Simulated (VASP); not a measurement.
Computed with PBE GGA, VASP's PBE PAW potentials (set 64) (plane waves; VASP).

The input files of a VASP run:

### POSCAR
```
Te
1
    3.4376800000     0.0000000000     0.0000000000
   -1.7188400000     2.9771180000     0.0000000000
    0.0000000000     0.0000000000    11.0607580000
Te
4
Direct
  0.0000000000   0.0000000000   0.0000000000
  0.0000000000   0.0000000000   0.5000000000
  0.3333330000   0.6666670000   0.2500000000
  0.6666670000   0.3333330000   0.7500000000
```

### INCAR
```
ALGO  =  Normal
EDIFF  =  1E-6
ENCUT  =  300
GGA  =  PE
ISIF  =  2
ISMEAR  =  0
LASPH  =  .TRUE.
LCHARG  =  .FALSE.
LMAXMIX  =  4
LREAL  =  .FALSE.
LWAVE  =  .FALSE.
NELM  =  100
PREC  =  Accurate
SIGMA  =  0.136
SYSTEM  =  Te
```

File KPOINTS:
```
Automatic mesh
0
Gamma
1 1 1
0 0 0
```

POTCAR, in this order: Te (PBE.64 set). Program: vasp_std.

Output

### OSZICAR
```
       N       E                     dE             d eps       ncg     rms          rms(c)
DAV:   1     0.126909770298E+03    0.12691E+03   -0.63449E+03    32   0.738E+02
DAV:   2     0.240074556631E+02   -0.10290E+03   -0.10256E+03    56   0.143E+02
DAV:   3     0.198794279570E+02   -0.41280E+01   -0.39572E+01    32   0.342E+01
DAV:   4     0.197605593924E+02   -0.11887E+00   -0.11800E+00    40   0.627E+00
DAV:   5     0.197588125778E+02   -0.17468E-02   -0.17468E-02    32   0.938E-01    0.138E+01
DAV:   6     0.195827202111E+02   -0.17609E+00   -0.16248E+00    32   0.293E+00    0.934E+00
DAV:   7     0.172469760210E+02   -0.23357E+01   -0.35472E+01    32   0.832E+00    0.989E+00
DAV:   8     0.186272749538E+02    0.13803E+01   -0.11789E+00    32   0.523E+00    0.605E+00
DAV:   9     0.192818401865E+02    0.65457E+00   -0.56058E-01    32   0.253E+00    0.439E+00
DAV:  10     0.195958766928E+02    0.31404E+00   -0.36475E-01    40   0.178E+00    0.160E+00
DAV:  11     0.196069439029E+02    0.11067E-01   -0.36495E-01    40   0.961E-01    0.115E+00
DAV:  12     0.195665818298E+02   -0.40362E-01   -0.56666E-01    32   0.923E-01    0.229E+00
DAV:  13     0.196148440621E+02    0.48262E-01   -0.53046E-02    32   0.659E-01    0.454E-01
DAV:  14     0.196139798612E+02   -0.86420E-03   -0.21488E-03    32   0.292E-01    0.296E-01
DAV:  15     0.196084514398E+02   -0.55284E-02   -0.30090E-02    32   0.160E-01    0.884E-01
DAV:  16     0.196124845426E+02    0.40331E-02   -0.12628E-03    32   0.117E-01    0.498E-01
DAV:  17     0.196137729561E+02    0.12884E-02   -0.24857E-03    32   0.660E-02    0.275E-01
DAV:  18     0.196135492316E+02   -0.22372E-03   -0.44092E-05    32   0.316E-02    0.308E-01
DAV:  19     0.196138314995E+02    0.28227E-03   -0.38572E-05    32   0.174E-02    0.236E-01
DAV:  20     0.196141924477E+02    0.36095E-03   -0.21206E-04    32   0.383E-02    0.759E-02
DAV:  21     0.196142219636E+02    0.29516E-04   -0.31482E-05    32   0.190E-02    0.270E-02
DAV:  22     0.196142200322E+02   -0.19314E-05   -0.11959E-06    16   0.598E-03    0.248E-02
DAV:  23     0.196142173155E+02   -0.27167E-05   -0.65134E-07    16   0.335E-03    0.278E-02
DAV:  24     0.196142230378E+02    0.57222E-05   -0.61583E-06    16   0.675E-03    0.390E-03
DAV:  25     0.196142229830E+02   -0.54771E-07   -0.24968E-07    16   0.269E-03
   1 F= 0.19614223E+02 E0= 0.19735900E+02  d E =-.243355E+00
```

OUTCAR:
```
------------------------ aborting loop because EDIFF is reached ----------------------------------------
  FORCE on cell =-STRESS in cart. coord.  units (eV):
  Direction    XX          YY          ZZ          XY          YZ          ZX
  --------------------------------------------------------------------------------------
  Total       52.9942635     52.9942560     20.9046821      0.0000000      0.0000000      0.0000000
  in kB      750.0549071    750.0548013    295.8746543      0.0000000      0.0000000      0.0000000
  external PRESSURE =     598.6614542 kB  Pullay stress =       0.0000000 kB
  volume of cell :      113.20
      direct lattice vectors                 reciprocal lattice vectors
     3.437680000  0.000000000  0.000000000     0.290893859  0.167947659  0.000000000
    -1.718840000  2.977118000  0.000000000     0.000000000  0.335895319  0.000000000
     0.000000000  0.000000000 11.060758000     0.000000000  0.000000000  0.090409717
 POSITION                                       TOTAL-FORCE (eV/Angst)
 -----------------------------------------------------------------------------------
      0.00000      0.00000      0.00000         0.000000      0.000000     -0.000000
      0.00000      0.00000      5.53038         0.000000      0.000000     -0.000000
     -0.00000      1.98475      2.76519         0.000000     -0.000000      0.000000
      1.71884      0.99237      8.29557        -0.000000      0.000000      0.000000
 -----------------------------------------------------------------------------------
    total drift:                                0.000000     -0.000000      0.000000
  FREE ENERGIE OF THE ION-ELECTRON SYSTEM (eV)
  ---------------------------------------------------
  free  energy   TOTEN  =        19.6142229830 eV

  energy  without entropy=       19.8575776979  energy(sigma->0) =       19.73590034
```
(Selected blocks of OUTCAR.)

The structure was generated: Te was put into an ordered model structure (P6_3/mmc), which need not be its known phase. The cell was not relaxed at this level. The k-mesh is coarse (spacing up to 2.11 per Å, 2π included), so the numbers may not be converged in it. The run is one of a series of settings (KPOINTS 1×1×1 Γ-centred mesh against the base run), some of them coarse on purpose.
